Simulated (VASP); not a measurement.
Wanted: the native input for a VASP 6.6.1 run.

* Task: relaxation of cell and atoms
* Functional: PBE
* Potentials or basis: VASP PAW PBE potentials, release 64 (Hf_pv, B, Ir)
* Cutoff: 600 eV
* k mesh: 10 × 10 × 10
* Occupations: gaussian, width 0.1 eV
* Spin: no spin polarisation
* Dipole correction: no
* Further INCAR settings: ALGO = Normal; EDIFF = 1e-07; IBRION = 2; EDIFFG = -0.01; NSW = 100; ISIF = 3

The structure of HfB3Ir lies in POSCAR:

```
HfB3Ir
1.0
    4.0447977147      0.0000000000      0.0000000000
    0.0000000000      4.0447977147      0.0000000000
    0.0000000000      0.0000000000      4.0447977147
Hf B Ir
1 3 1
Direct
    0.0000000000      0.0000000000      0.0000000000
    0.0000000000      0.5000000000      0.5000000000
    0.5000000000      0.5000000000      0.0000000000
    0.5000000000      0.0000000000      0.5000000000
    0.5000000000      0.5000000000      0.5000000000
```

The cell was built by a generator and needn't be a form met in nature.

The cell isn't the ideal one: species swapped into the Mn3ZnC type (Pm-3m, No. 221).

One way to write it, as run:

INCAR

```
  ALGO = Normal
  EDIFF = 1E-7
  EDIFFG = -0.01
  ENCUT = 600
  GGA = PE
  IBRION = 2
  ISIF = 3
  ISMEAR = 0
  LASPH = T
  LCHARG = F
  LREAL = F
  LWAVE = F
  NELM = 80
  NSW = 100
  PREC = Accurate
  SIGMA = 0.1
```

KPOINTS

```
k-points
0
Gamma
  10 10 10
```

Potentials or basis: VASP PAW PBE potentials, release 64 (Hf_pv, B, Ir).

Run with:

```sh
$ cat potpaw_PBE.64/Hf_pv/POTCAR potpaw_PBE.64/B/POTCAR potpaw_PBE.64/Ir/POTCAR > POTCAR
$ mpirun -np 1 vasp_std > vasp.out
```

Results of the run:

```json
{
  "Relaxed volume": "13.27 Å³/atom",
  "Relaxed cell": "a = 4.049 Å, b = 4.049 Å, c = 4.049 Å, α = 90.00°, β = 90.00°, γ = 90.00°",
  "Space group after relaxing (to 0.05 Å)": "Pm-3m (No. 221)",
  "Energy gained by relaxing": "0.1 meV/atom",
  "Ionic steps": "3",
  "Pressure after relaxing": "0.0 GPa",
  "Band gap on the k mesh": "none (metal or under the smearing width)"
}
```

It took 79 s on 1 thread of AMD EPYC 9R45 96-Core Processor (Zen 5), on a shared host, peak memory 0.23 GiB.
